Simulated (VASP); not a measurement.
Given:

```
AlTi
1.0
    2.81528     0.00000     0.00000
    0.00000     2.81528     0.00000
    0.00000     0.00000     4.04687
Ti Al
1 1
Direct
  0.00000   0.00000   0.00000
  0.50000   0.50000   0.50000
```

All values below come from SCAN meta-GGA, VASP's PBE PAW potentials (set 64) (plane waves; VASP). Numerical set-up: 520 eV cut-off, 14×14×10 Γ-centred mesh, tetrahedra with Blöchl corrections, potentials Ti_sv Al.

Give the energies of bands 5 to 10 at the high-symmetry points, in eV from the Fermi level.

| band | Γ | X | M | Z | R | A |
|---|---|---|---|---|---|---|
| 5 | -9.47 | -4.79 | -3.24 | -7.92 | -5.10 | -2.54 |
| 6 | -2.01 | -4.78 | -0.57 | -5.59 | -3.14 | -2.37 |
| 7 | -1.02 | -1.74 | -0.57 | -0.83 | -1.35 | -2.37 |
| 8 | -0.40 | -0.32 | -0.39 | 0.77 | -1.31 | 2.05 |
| 9 | 2.38 | 2.10 | -0.14 | 2.02 | 1.56 | 2.38 |
| 10 | 2.38 | 2.76 | -0.14 | 2.02 | 2.16 | 2.77 |

It has no gap at this level: it comes out as a metal or semimetal.

The compound is TiAl in the L1_0 structure. It was relaxed first. The electron count is odd and the run is not spin-polarised, which forces a metal.
